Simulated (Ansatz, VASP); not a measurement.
## Two plane-wave programs on TaO5

```
Ta O
1.0
     3.51843    0.00000    0.00000
    -1.75921    3.04705    0.00000
     0.00000    0.00000    8.67711
Ta O
1 5
Direct
  0.00000 0.00000 0.00000
  0.00000 0.00000 0.20914
  0.00000 0.00000 0.79086
  0.49995 0.00000 0.50000
  0.00000 0.49995 0.50000
  0.50005 0.50005 0.50000
```

Alike in both runs: functional PBE; k mesh 6 × 6 × 4; occupations gaussian, width 0.1 eV; no spin polarisation.

Ansatz relaxed the structure, and its values are those at the end. VASP's run is a single point on that final structure, the one shown.

|  | VASP | Ansatz |
| --- | --- | --- |
| version | VASP 6.6.1 | Ansatz 0.2.0 |
| potentials or method | VASP PAW PBE potentials, release 64 (Ta_pv, O) | scalar-relativistic, plane waves, PAW |
| plane-wave cutoff (eV) | 520 | 420 |
| valence electrons in the cell | 41 | 43 |

|  | VASP | Ansatz | Ansatz less VASP |
| --- | --- | --- | --- |
| gap on the k mesh at the Fermi level (eV) | none | none | - |
| pressure (GPa) | 0.4 | 0.1 | -0.29 |
| rms of the force components (eV/Å) | 0.084 | 0.001 | -0.0833 |

A gap of «none» marks a metal or a gap that the smearing closes. The two sets of potentials don't hold the same shells in valence.

Caveats: an odd number of electrons without spin polarisation forces a metal; a magnetic or distorted state may lie lower. Spin-orbit coupling is left out, which matters for the levels of Ta.
